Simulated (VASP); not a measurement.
Level of theory: PBE GGA + U (Dudarev), VASP's PBE PAW potentials (set 64) (plane waves; VASP).

VASP ran on this input.

### POSCAR
```
FePt
1
    2.7200000000     0.0000000000     0.0000000000
    0.0000000000     2.7200000000     0.0000000000
    0.0000000000     0.0000000000     3.7100000000
Fe Pt
1 1
Direct
  0.0000000000   0.0000000000   0.0000000000
  0.5000000000   0.5000000000   0.5000000000
```

### INCAR
```
SYSTEM = FePt
PREC = Accurate
ENCUT = 400
EDIFF = 1E-6
NELM = 100
ALGO = Normal
LREAL = .FALSE.
LASPH = .TRUE.
ISMEAR = 1
SIGMA = 0.1
GGA = PE
LMAXMIX = 6
ISPIN = 2
MAGMOM = 3.0 0.0
LORBIT = 10
LWAVE = .FALSE.
LCHARG = .FALSE.
ISIF = 2
LDAU = .TRUE.
LDAUTYPE = 2
LDAUL = 2 -1
LDAUU = 2.0 0
LDAUJ = 0 0
LDAUPRINT = 1
```

File KPOINTS:
```
Automatic
0
G
 12 12 9
0 0 0
```

POTCAR, in this order: Fe Pt (PBE.64 set). Program: vasp_std.

The resulting files:

File OSZICAR:
```
       N       E                     dE             d eps       ncg     rms          rms(c)
DAV:   1     0.806230581383E+02    0.80623E+02   -0.74816E+03  8775   0.109E+03
DAV:   2    -0.118576809347E+02   -0.92481E+02   -0.82660E+02  8617   0.230E+02
DAV:   3    -0.145065759687E+02   -0.26489E+01   -0.25975E+01 10593   0.483E+01
DAV:   4    -0.145327946306E+02   -0.26219E-01   -0.26211E-01  9540   0.412E+00
DAV:   5    -0.145334980666E+02   -0.70344E-03   -0.70342E-03 11124   0.760E-01    0.175E+01
DAV:   6    -0.146821303148E+02   -0.14863E+00   -0.12585E+01  9314   0.838E+01    0.183E+01
DAV:   7    -0.135740427944E+02    0.11081E+01   -0.51235E+00 10714   0.652E+01    0.841E+00
DAV:   8    -0.134902299077E+02    0.83813E-01   -0.37117E-01 11104   0.136E+01    0.369E+00
DAV:   9    -0.134346659587E+02    0.55564E-01   -0.14291E-01 11858   0.877E+00    0.176E+00
DAV:  10    -0.134382668269E+02   -0.36009E-02   -0.19030E-02 12747   0.186E+00    0.613E-01
DAV:  11    -0.134355211390E+02    0.27457E-02   -0.90369E-03 10731   0.248E+00    0.192E-01
DAV:  12    -0.134357074628E+02   -0.18632E-03   -0.44848E-04 10476   0.231E-01    0.882E-02
DAV:  13    -0.134358340765E+02   -0.12661E-03   -0.15316E-04 10821   0.220E-01    0.449E-02
DAV:  14    -0.134358549252E+02   -0.20849E-04   -0.41059E-05 11833   0.125E-01    0.166E-02
DAV:  15    -0.134358568437E+02   -0.19184E-05   -0.18555E-06  6968   0.141E-02    0.904E-03
DAV:  16    -0.134358580989E+02   -0.12552E-05   -0.20151E-06  6877   0.132E-02    0.464E-03
DAV:  17    -0.134358583350E+02   -0.23615E-06   -0.69158E-07  4975   0.811E-03
   1 F= -.13435858E+02 E0= -.13435927E+02  d E =0.206366E-03  mag=     3.5268
```

File OUTCAR:
```
------------------------ aborting loop because EDIFF is reached ----------------------------------------
  FORCE on cell =-STRESS in cart. coord.  units (eV):
  Direction    XX          YY          ZZ          XY          YZ          ZX
  --------------------------------------------------------------------------------------
  Total        1.4171995      1.4171995      1.5454175      0.0000000      0.0000000      0.0000000
  in kB       82.7236843     82.7236843     90.2079263      0.0000000      0.0000000      0.0000000
  external PRESSURE =      85.2184317 kB  Pullay stress =       0.0000000 kB
  volume of cell :       27.45
      direct lattice vectors                 reciprocal lattice vectors
     2.720000000  0.000000000  0.000000000     0.367647059  0.000000000  0.000000000
     0.000000000  2.720000000  0.000000000     0.000000000  0.367647059  0.000000000
     0.000000000  0.000000000  3.710000000     0.000000000  0.000000000  0.269541779
 POSITION                                       TOTAL-FORCE (eV/Angst)
 -----------------------------------------------------------------------------------
      0.00000      0.00000      0.00000         0.000000      0.000000      0.000000
      1.36000      1.36000      1.85500         0.000000      0.000000      0.000000
 -----------------------------------------------------------------------------------
    total drift:                                0.000000     -0.000000     -0.000000
  FREE ENERGIE OF THE ION-ELECTRON SYSTEM (eV)
  ---------------------------------------------------
  free  energy   TOTEN  =       -13.4358583350 eV

  energy  without entropy=      -13.4360647014  energy(sigma->0) =      -13.43592712

 total charge

# of ion       s       p       d       tot
------------------------------------------
    1        0.421   0.469   6.093   6.982
    2        0.723   0.673   8.084   9.480
--------------------------------------------------
tot          1.144   1.142  14.177  16.463

 magnetization (x)

# of ion       s       p       d       tot
------------------------------------------
    1        0.009  -0.011   3.251   3.249
    2       -0.027  -0.076   0.391   0.288
--------------------------------------------------
tot         -0.019  -0.087   3.643   3.537
```
(Selected blocks of OUTCAR.)

**OUTCAR**
```
 val. band max:        8.9076458432   @ k =   0.2500   0.2500   0.2222

 cond. band min:       8.9141142253   @ k =   0.1667   0.0833   0.1111


 Fermi energy:         8.9099231870

 spin component 1

 k-point     1 :       0.0000    0.0000    0.0000
  band No.  band energies     occupation
      1      -0.8434      1.00000
      2       2.0537      1.00000
      3       2.4649      1.00000
      4       4.6126      1.00000
      5       4.6126      1.00000
      6       5.1043      1.00000
      7       5.6504      1.00000
      8       6.0884      1.00000
      9       8.0322      1.00000
     10       8.0322      1.00000
     11       8.2520      1.00000
     12      11.0705      0.00000
     13      18.4738      0.00000
     14      20.4416      0.00000
     15      20.4416      0.00000

 k-point     2 :       0.0833    0.0000    0.0000
  band No.  band energies     occupation
      1      -0.6625      1.00000
      2       2.1558      1.00000
      3       2.5738      1.00000
      4       4.5641      1.00000
      5       4.6562      1.00000
      6       5.1587      1.00000
      7       5.6122      1.00000
      8       6.0921      1.00000
      9       7.5065      1.00000
     10       7.9942      1.00000
     11       8.0859      1.00000
     12      11.7389      0.00000
     13      18.3148      0.00000
     14      19.5272      0.00000
     15      20.7695      0.00000

 k-point     3 :       0.1667    0.0000    0.0000
  band No.  band energies     occupation
      1      -0.1463      1.00000
      2       2.4201      1.00000
      3       2.9013      1.00000
      4       4.4359      1.00000
      5       4.7814      1.00000
      6       5.2640      1.00000
      7       5.5112      1.00000
      8       6.1644      1.00000
      9       6.5548      1.00000
     10       7.6612      1.00000
     11       7.8843      1.00000
     12      13.1205      0.00000
     13      16.9772      0.00000
...
```

Unless said otherwise, spin-orbit coupling is left out, though it shifts the bands of the heavy elements here.

The compound is FePt in the L1_0 structure. The cell was not relaxed at this level. The run is one of a series of settings (LDAU = .TRUE., LDAUJ = 0 0, LDAUL = 2 -1, LDAUTYPE = 2, LDAUU = 2.0 0 against the base run), some of them coarse on purpose.
